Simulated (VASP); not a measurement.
# TaSeF (P4/mmm) in VASP: reference runs

Aim: a first look at TaSeF with PBE, on the cell as given.

Everything below comes from runs of VASP 6.6.1. Logs are shortened: lines on timing, memory, paths and dates and some standing lists are left out, and cuts for length are marked.

**1. The structure**

The structure is tetragonal, space group P4/mmm (No. 123). The conventional cell has a = 3.670 Å, b = 3.670 Å, c = 4.145 Å, α = 90.00°, β = 90.00°, γ = 90.00°. Ta (site symmetry 4/mmm) is surrounded by 2 F at 2.07 Å. Around Se (site symmetry 4/mmm) lie 4 Ta at 2.59 Å. F (site symmetry 4/mmm) has 2 Ta at 2.07 Å as nearest neighbours.

The cell was built by a generator and needn't be a form met in nature.

**2. Single point, PBE**

INCAR reads:

```
SYSTEM = TaSeF
ALGO = Normal
EDIFF = 1E-7
ENCUT = 520
GGA = PE
ISIF = 2
ISMEAR = -1
LASPH = .TRUE.
LCHARG = .FALSE.
LREAL = .FALSE.
LWAVE = .FALSE.
NBANDS = 19
NELM = 60
PREC = Accurate
SIGMA = 0.05
```

KPOINTS reads:

```
k-points
0
G
  7 7 7
  0 0 0
```

POSCAR reads:

```
TaSeF
1.0
    3.6698000000      0.0000000000      0.0000000000
    0.0000000000      3.6698000000      0.0000000000
    0.0000000000      0.0000000000      4.1453100000
Ta Se F
1 1 1
Direct
    0.0000000000      0.0000000000      0.5000000000
    0.5000000000      0.5000000000      0.5000000000
    0.0000000000      0.0000000000      0.0000000000
```

Potentials or basis: VASP PAW PBE potentials, release 64 (Ta_pv, Se, F).

Started as:

```sh
cat potpaw_PBE.64/Ta_pv/POTCAR potpaw_PBE.64/Se/POTCAR potpaw_PBE.64/F/POTCAR > POTCAR
mpirun -np 1 vasp_std > vasp.out
```

OUTCAR:

```text
SYSTEM = TaSeF
   EDIFF = 1E-7
   ENCUT = 520
   GGA = PE
   ISIF = 2
   ISMEAR = -1
   LASPH = .TRUE.
   LREAL = .FALSE.
   NELM = 60
   PREC = Accurate

 ion  position               nearest neighbor table
   1  0.000  0.000  0.500-   3 2.07   3 2.07   2 2.59   2 2.59   2 2.59   2 2.59
   2  0.500  0.500  0.500-   1 2.59   1 2.59   1 2.59   1 2.59
   3  0.000  0.000  0.000-   1 2.07   1 2.07

  LATTYP: Found a simple tetragonal cell.
 ALAT       =     3.6698000000
 C/A-ratio  =     1.1295738187

  Lattice vectors:

 A1 = (   3.6698000000,   0.0000000000,   0.0000000000)
 A2 = (   0.0000000000,   3.6698000000,   0.0000000000)
 A3 = (   0.0000000000,   0.0000000000,   4.1453100000)

Analysis of symmetry for initial positions (statically):
=====================================================================
 Subroutine PRICEL returns:
 Original cell was already a primitive cell.

 Routine SETGRP: Setting up the symmetry group for a
 simple tetragonal supercell.

 Subroutine GETGRP returns: Found 16 space group operations
 (whereof 16 operations were pure point group operations)
 out of a pool of 16 trial point group operations.

The static configuration has the point symmetry D_4h.

Analysis of symmetry for dynamics (positions and initial velocities):
=====================================================================
 Subroutine PRICEL returns:
 Original cell was already a primitive cell.

 Routine SETGRP: Setting up the symmetry group for a
 simple tetragonal supercell.

 Subroutine GETGRP returns: Found 16 space group operations
 (whereof 16 operations were pure point group operations)
 out of a pool of 16 trial point group operations.

The dynamic configuration has the point symmetry D_4h.

 Subroutine INISYM returns: Found 16 space group operations
 (whereof 16 operations are pure point group operations),
 and found     1 'primitive' translations

----------------------------------------------------------------------------------------

                                     Primitive cell

  volume of cell :      55.8267

  direct lattice vectors                    reciprocal lattice vectors
     3.669800000  0.000000000  0.000000000     0.272494414  0.000000000  0.000000000
     0.000000000  3.669800000  0.000000000     0.000000000  0.272494414  0.000000000
     0.000000000  0.000000000  4.145310000     0.000000000  0.000000000  0.241236482

  length of vectors
     3.669800000  3.669800000  4.145310000     0.272494414  0.272494414  0.241236482

  position of ions in fractional coordinates (direct lattice)
     0.000000000  0.000000000  0.500000000
     0.500000000  0.500000000  0.500000000
     0.000000000  0.000000000  0.000000000

  ion indices of the primitive-cell ions
   primitive index   ion index
                 1           1
                 2           2
                 3           3

----------------------------------------------------------------------------------------

 KPOINTS: k-points

Automatic generation of k-mesh.
 Grid dimensions read from file:
 generate k-points for:    7    7    7

 Generating k-lattice:

  Cartesian coordinates                     Fractional coordinates (reciprocal lattice)
     0.038927773  0.000000000  0.000000000     0.142857143  0.000000000  0.000000000
     0.000000000  0.038927773  0.000000000     0.000000000  0.142857143  0.000000000
     0.000000000  0.000000000  0.034462355     0.000000000  0.000000000  0.142857143

  Length of vectors
     0.038927773  0.038927773  0.034462355

  Shift w.r.t. Gamma in fractional coordinates (k-lattice)
     0.000000000  0.000000000  0.000000000

 Subroutine IBZKPT returns following result:
 ===========================================

 Found     40 irreducible k-points:

 Following reciprocal coordinates:
            Coordinates               Weight
  0.000000  0.000000  0.000000      1.000000
  0.142857  0.000000  0.000000      4.000000
  0.285714  0.000000  0.000000      4.000000
  0.428571  0.000000  0.000000      4.000000
  0.142857  0.142857  0.000000      4.000000
  0.285714  0.142857  0.000000      8.000000
[... 16 lines left out ...]
  0.285714  0.000000  0.285714      8.000000
  0.428571  0.000000  0.285714      8.000000
 [... further k-points ...]
   k-points           NKPTS =     40   k-points in BZ     NKDIM =     40   number of bands    NBANDS=     19
   number of dos      NEDOS =    301   number of ions     NIONS =      3
   total plane-waves  NPLWV =  25088
   dimension x,y,z NGX =    28 NGY =   28 NGZ =   32
   dimension x,y,z NGXF=    56 NGYF=   56 NGZF=   64
   ions per type =               1   1   1
   NGX,Y,Z   is equivalent  to a cutoff of  12.68, 12.68, 12.83 a.u.
   NGXF,Y,Z  is equivalent  to a cutoff of  25.37, 25.37, 25.67 a.u.
 SYSTEM =  TaSeF
   PREC   = accura    normal or accurate (medium, high low for compatibility)
   ISTART =      0    job   : 0-new  1-cont  2-samecut
   ICHARG =      2    charge: 1-file 2-atom 10-const
   ISPIN  =      1    spin polarized calculation?
   LNONCOLLINEAR =      F non collinear calculations
   LSORBIT =      F    spin-orbit coupling
   LASPH  =      T    aspherical Exc in radial PAW
   ENCUT  =  520.0 eV  38.22 Ry    6.18 a.u.   6.82  6.82  7.71*2*pi/ulx,y,z
   NELM   =     60;   NELMIN=  2; NELMDL= -5     # of ELM steps
   EDIFF  = 0.1E-06   stopping-criterion for ELM
   LREAL  =      F    real-space projection
   EDIFFG = 0.1E-05   stopping-criterion for IOM
   NSW    =      0    number of steps for IOM
   IBRION =     -1    ionic relax: 0-MD 1-quasi-New 2-CG
   NFREE  =      0    steps in history (QN), initial steepest desc. (CG)
   ISIF   =      2    stress and relaxation
   ISYM   =      2    0-nonsym 1-usesym 2-fastsym
   POTIM  = 0.5000    time-step for ionic-motion
   TEBEG  =    0.0;   TEEND  =   0.0 temperature during run
   PSTRESS=    0.0 pullay stress
   NELECT =      24.0000    total number of electrons
   NUPDOWN=      -1.0000    fix difference up-down
   EMIN   =  10.00;   EMAX   =-10.00  energy-range for DOS
   EFERMI =   0.00;   METHOD = LEGACY
   ISMEAR =    -1;   SIGMA  =   0.05  broadening in eV -4-tet -1-fermi 0-gaus
   EFERMI_NEDOS =   21; number of points for ismear=-14 and -15
   IALGO  =     38    algorithm
   IMIX   =      4    mixing-type and parameters
     AMIX     =   0.40;   BMIX     =  1.00
     AMIX_MAG =   1.60;   BMIX_MAG =  1.00
  volume/ion in A,a.u.               =      18.61       125.58
  Fermi-wavevector in a.u.,A,eV,Ry     =   1.235562  2.334874 20.770847  1.526614
  Thomas-Fermi vector in A             =   2.370207
   LORBIT       =      0    0 simple, 1 ext, 2 COOP (PROOUT), +10 PAW based schemes
   GGA     = PE    functional components
   LHFCALC =     F    Hartree Fock is set to
   AEXX    =    0.0000 exact exchange contribution
   IVDW    =     0    specifies the selected vdW correction
   LEPSILON=     F    determine dielectric tensor
   LRPA    =     F    only Hartree local field effects (RPA)
 non-spin polarized calculation
  energy-cutoff  :      520.00
  volume of cell :       55.83
 maximum number of plane-waves:      1519
 NGX is ok and might be reduce to    28
   NGX = 13   NGY = 13   NGZ = 15

 number of electron      23.9999996 magnetization

 Free energy of the ion-electron system (eV)
  ---------------------------------------------------
  ext. energy  EPLUGINS =         0.00000000
  ---------------------------------------------------
  free energy    TOTEN  =       -20.75432364 eV

  energy without entropy =      -20.73836028  energy(sigma->0) =      -20.74634196

 E-fermi :   4.9582     XC(G=0): -10.1159

 val. band max:        4.9457884715   @ k =   0.2857   0.0000   0.0000
 cond. band min:       4.9739887913   @ k =   0.1429   0.1429   0.0000
 fundamental gap:      0.0282003198
 Fermi energy:         4.9582355413

 k-point     1 :       0.0000    0.0000    0.0000
  band No.  band energies     occupation
      1     -31.4519      2.00000
      2     -31.2390      2.00000
      3     -31.2390      2.00000
      4     -21.4260      2.00000
      5     -10.4733      2.00000
      6      -3.1229      2.00000
[... 11 lines left out ...]
     18      10.5686      0.00000
     19      15.3830      0.00000

 k-point     2 :       0.1429    0.0000    0.0000
  band No.  band energies     occupation
      1     -31.4508      2.00000
      2     -31.2543      2.00000
      3     -31.2366      2.00000
      4     -21.4218      2.00000
      5     -10.3033      2.00000
      6      -3.1064      2.00000
[... 11 lines left out ...]
     18      10.6300      0.00000
     19      14.4908      0.00000

 k-point     3 :       0.2857    0.0000    0.0000
  band No.  band energies     occupation
      1     -31.4484      2.00000
      2     -31.2885      2.00000
      3     -31.2312      2.00000
      4     -21.4128      2.00000
      5      -9.8757      2.00000
      6      -3.0671      2.00000
[... 11 lines left out ...]
     18      10.9014      0.00000
     19      12.4012      0.00000

 k-point     4 :       0.4286    0.0000    0.0000
  band No.  band energies     occupation
      1     -31.4465      2.00000
      2     -31.3157      2.00000
      3     -31.2268      2.00000
      4     -21.4056      2.00000
      5      -9.4673      2.00000
      6      -3.0331      2.00000
[... 407 lines left out ...]
     18      12.3363      0.00000
     19      13.0706      0.00000

 k-point    23 :       0.2857    0.0000    0.2857
  band No.  band energies     occupation
      1     -31.5319      2.00000
      2     -31.2871      2.00000
      3     -31.2299      2.00000
      4     -21.0521      2.00000
      5      -9.8078      2.00000
      6      -4.4193      2.00000
[... 11 lines left out ...]
     18      11.0006      0.00000
     19      12.8104      0.00000

 k-point    24 :       0.4286    0.0000    0.2857
  band No.  band energies     occupation
      1     -31.5298      2.00000
      2     -31.3142      2.00000
      3     -31.2255      2.00000
      4     -21.0459      2.00000
      5      -9.3813      2.00000
      6      -4.4548      2.00000
[... 11 lines left out ...]
     18      10.2578      0.00000
     19      12.7626      0.00000

 [... further k-points ...]

------------------------ aborting loop because EDIFF is reached ----------------------------------------

  FORCE on cell =-STRESS in cart. coord.  units (eV):
  Direction    XX          YY          ZZ          XY          YZ          ZX
  --------------------------------------------------------------------------------------
  -------------------------------------------------------------------------------------
  Total       -0.0766628     -0.0766628      0.2013085      0.0000000      0.0000000      0.0000000
  in kB       -2.2001546     -2.2001546      5.7773786      0.0000000      0.0000000      0.0000000
  external PRESSURE =       0.4590231 kB  Pullay stress =       0.0000000 kB

 VOLUME and BASIS-vectors are now :
 -----------------------------------------------------------------------------
  energy-cutoff  :      520.00
  volume of cell :       55.83
      direct lattice vectors                 reciprocal lattice vectors
     3.669800000  0.000000000  0.000000000     0.272494414  0.000000000  0.000000000
     0.000000000  3.669800000  0.000000000     0.000000000  0.272494414  0.000000000
     0.000000000  0.000000000  4.145310000     0.000000000  0.000000000  0.241236482

 POSITION                                       TOTAL-FORCE (eV/Angst)
 -----------------------------------------------------------------------------------
      0.00000      0.00000      2.07266         0.000000      0.000000      0.000000
      1.83490      1.83490      2.07266         0.000000      0.000000      0.000000
      0.00000      0.00000      0.00000         0.000000      0.000000      0.000000
 -----------------------------------------------------------------------------------
    total drift:                               -0.000000      0.000000      0.000000

  FREE ENERGIE OF THE ION-ELECTRON SYSTEM (eV)
  ---------------------------------------------------
  free  energy   TOTEN  =       -20.7543236376 eV

  energy  without entropy=      -20.7383602833  energy(sigma->0) =      -20.74634196
```

Run time: 46 s. Hardware: 1 thread of Intel Xeon Platinum 8488C (Sapphire Rapids), shared host; peak memory 0.19 GiB.

Results:

- Free energy: -20.7543 eV
- Pressure: 0.0 GPa
- Band gap on the k mesh: none (metal or under the smearing width)
